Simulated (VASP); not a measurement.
Energy against volume of Re (hcp). Method: PBE GGA with D4 dispersion, VASP's PBE PAW potentials (set 64) (plane waves; VASP 6.6.1). Settings: 520 eV cut-off, 15×15×8 Γ-centred mesh, first-order Methfessel-Paxton smearing of 0.10 eV, potentials Re.

Shape and ions are relaxed at each volume.

```json
[
 {"V (Å³/atom)": "13.780", "E (eV/atom)": "-13.05776"},
 {"V (Å³/atom)": "14.220", "E (eV/atom)": "-13.11354"},
 {"V (Å³/atom)": "14.659", "E (eV/atom)": "-13.13089"},
 {"V (Å³/atom)": "15.099", "E (eV/atom)": "-13.11566"}
]
```

Task: Fit these four points and predict the energy of the run at 15.539 Å³/atom.

Result: A cubic in V^(−2/3), the third-order Birch-Murnaghan form, passes through the four points with V0 = 14.66 Å³/atom and B0 = 395 GPa, and gives -13.0726 eV/atom there. The run gave -13.0729 eV/atom, -0.3 meV/atom from the fit; all five points give B0 = 394 GPa.

The compound is Re in the hcp structure. It was relaxed first.
